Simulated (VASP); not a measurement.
Data:

```xyz
1
Lattice="0.0000 1.9235 1.9235 1.9235 0.0000 1.9235 1.9235 1.9235 0.0000" Properties=species:S:1:pos:R:3 pbc="T T T"
Pd     0.0000     0.0000     0.0000
```

Method: PBE GGA with D3 dispersion (zero damping), VASP's PBE PAW potentials (set 64) (plane waves; VASP). Run with 520 eV cut-off, 16×16×16 Γ-centred mesh, first-order Methfessel-Paxton smearing of 0.10 eV, potentials Pd.

Estimate the energy per atom (σ→0), pressure, band gap (on the k-mesh) with the smallest direct gap where there is one.

```yaml
band gap (on the k-mesh): none (metal, semimetal or under 0.01 eV)
energy per atom (σ→0): -5.785 eV/atom
pressure: 6.33 GPa
```

The compound is Pd in the fcc structure. This cell is one point of a volume scan, at 0.97 of the reference volume.
